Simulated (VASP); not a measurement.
All values below come from PBE GGA, VASP's PBE PAW potentials (set 64) (plane waves; VASP).

VASP input:

### INCAR
```
SYSTEM=KCl
PREC=Accurate; ENCUT=400; LREAL=.False.
LASPH=.True.
EDIFF=1E-8; NELM=100; ALGO=Normal
ISMEAR=0; SIGMA=0.01
GGA=PE
IBRION=8; NSW=1
LWAVE=.False.; LCHARG=.False.
LEPSILON=.True.
```

KPOINTS:
```
Automatic
0
Gamma
7 7 7
0 0 0
```

POSCAR:
```
KCl
1.0
  0.0000000000   3.1919840152   3.1919840152
  3.1919840152   0.0000000000   3.1919840152
  3.1919840152   3.1919840152   0.0000000000
K Cl
1 1
Cart
  0.0000000000   0.0000000000   0.0000000000
  3.1919840152   3.1919840152   3.1919840152
```

POTCAR, in this order: K_sv Cl (PBE.64 set). Program: vasp_std.

Output

File OUTCAR:
```


 HEAD OF MICROSCOPIC STATIC DIELECTRIC TENSOR (INDEPENDENT PARTICLE, excluding Hartree and local field effects)
 ------------------------------------------------------
           2.527661    -0.000000     0.000000
          -0.000000     2.527661     0.000000
           0.000000    -0.000000     2.527661
 ------------------------------------------------------

 MACROSCOPIC STATIC DIELECTRIC TENSOR (including local field effects in DFT)
 ------------------------------------------------------
           2.283758     0.000000    -0.000000
           0.000000     2.283758    -0.000000
           0.000000     0.000000     2.283758
 ------------------------------------------------------

 PIEZOELECTRIC TENSOR (including local field effects)  for field in x, y, z        (e  Angst)
          XX          YY          ZZ          XY          YZ          ZX
  --------------------------------------------------------------------------------
  x     0.00000     0.00000     0.00000     0.00000     0.00000     0.00000
  y     0.00000     0.00000     0.00000     0.00000     0.00000     0.00000
  z     0.00000     0.00000     0.00000     0.00000     0.00000     0.00000

 PIEZOELECTRIC TENSOR (including local field effects)  for field in x, y, z        (C/m^2)
          XX          YY          ZZ          XY          YZ          ZX
  --------------------------------------------------------------------------------
  x     0.00000     0.00000     0.00000     0.00000     0.00000     0.00000
  y     0.00000     0.00000     0.00000     0.00000     0.00000     0.00000
  z     0.00000     0.00000     0.00000     0.00000     0.00000     0.00000

 BORN EFFECTIVE CHARGES (including local field effects) (in |e|, cummulative output)
 ---------------------------------------------------------------------------------
 ion    1
    1     1.13095     0.00000     0.00000
    2    -0.00000     1.13095     0.00000
    3     0.00000     0.00000     1.13095
 ion    2
    1    -1.13095    -0.00000     0.00000
    2     0.00000    -1.13095     0.00000
    3     0.00000     0.00000    -1.13095

   1 f  =    3.778293 THz    23.739714 2PiTHz  126.030281 cm-1    15.625756 meV

   2 f  =    3.778293 THz    23.739714 2PiTHz  126.030281 cm-1    15.625756 meV

   3 f  =    3.778293 THz    23.739714 2PiTHz  126.030281 cm-1    15.625756 meV

   4 f/i=    0.008041 THz     0.050524 2PiTHz    0.268221 cm-1     0.033255 meV

   5 f/i=    0.008041 THz     0.050524 2PiTHz    0.268221 cm-1     0.033255 meV

   6 f/i=    0.008041 THz     0.050524 2PiTHz    0.268221 cm-1     0.033255 meV

 MACROSCOPIC STATIC DIELECTRIC TENSOR IONIC CONTRIBUTION
 ------------------------------------------------------
           3.275728     0.000000     0.000000
           0.000000     3.275728     0.000000
           0.000000     0.000000     3.275728
 ------------------------------------------------------

 ELASTIC MODULI CONTR FROM IONIC RELAXATION (kBar)
 Direction    XX          YY          ZZ          XY          YZ          ZX
 --------------------------------------------------------------------------------
 XX           0.0000      0.0000      0.0000      0.0000      0.0000      0.0000
 YY           0.0000      0.0000      0.0000      0.0000      0.0000      0.0000
 ZZ           0.0000      0.0000      0.0000      0.0000      0.0000      0.0000
 XY           0.0000      0.0000      0.0000      0.0000      0.0000      0.0000
 YZ           0.0000      0.0000      0.0000      0.0000      0.0000      0.0000
 ZX           0.0000      0.0000      0.0000      0.0000      0.0000      0.0000
 --------------------------------------------------------------------------------

 PIEZOELECTRIC TENSOR IONIC CONTR  for field in x, y, z        (C/m^2)
          XX          YY          ZZ          XY          YZ          ZX
  --------------------------------------------------------------------------------
  x     0.00000     0.00000     0.00000     0.00000     0.00000     0.00000
  y     0.00000     0.00000     0.00000     0.00000     0.00000     0.00000
  z     0.00000     0.00000     0.00000     0.00000     0.00000     0.00000
```
(Selected blocks of OUTCAR.)

File OUTCAR:
```
 val. band max:       -2.0067725073   @ k =   0.0000   0.0000   0.0000

 cond. band min:       3.0336277870   @ k =   0.0000   0.0000   0.0000


 Fermi energy:        -1.8761614530

 k-point     1 :       0.0000    0.0000    0.0000
  band No.  band energies     occupation
      1     -29.3129      2.00000
      2     -14.0801      2.00000
      3     -12.7722      2.00000
      4     -12.7722      2.00000
      5     -12.7722      2.00000
      6      -2.0068      2.00000
      7      -2.0068      2.00000
      8      -2.0068      2.00000
      9       3.0336      0.00000
     10       6.3456      0.00000
     11       6.3456      0.00000
     12       6.3456      0.00000

 k-point     2 :       0.1429    0.0000    0.0000
  band No.  band energies     occupation
      1     -29.3113      2.00000
      2     -14.1160      2.00000
      3     -12.7738      2.00000
      4     -12.7738      2.00000
      5     -12.7273      2.00000
      6      -2.2305      2.00000
      7      -2.0647      2.00000
      8      -2.0647      2.00000
      9       3.4948      0.00000
     10       6.1986      0.00000
     11       6.5892      0.00000
     12       6.5892      0.00000

 k-point     3 :       0.2857    0.0000    0.0000
  band No.  band energies     occupation
      1     -29.3077      2.00000
      2     -14.1896      2.00000
      3     -12.7773      2.00000
      4     -12.7773      2.00000
      5     -12.6334      2.00000
      6      -2.6567      2.00000
      7      -2.1896      2.00000
      8      -2.1896      2.00000
      9       4.5261      0.00000
     10       6.1151      0.00000
     11       7.2685      0.00000
     12       7.2685      0.00000

 k-point     4 :       0.4286    0.0000    0.0000
  band No.  band energies     occupation
      1     -29.3048      2.00000
      2     -14.2430      2.00000
      3     -12.7802      2.00000
      4     -12.7801      2.00000
      5     -12.5634      2.00000
      6      -2.9482      2.00000
...
```

The compound is KCl in the rock salt structure. It was relaxed first.
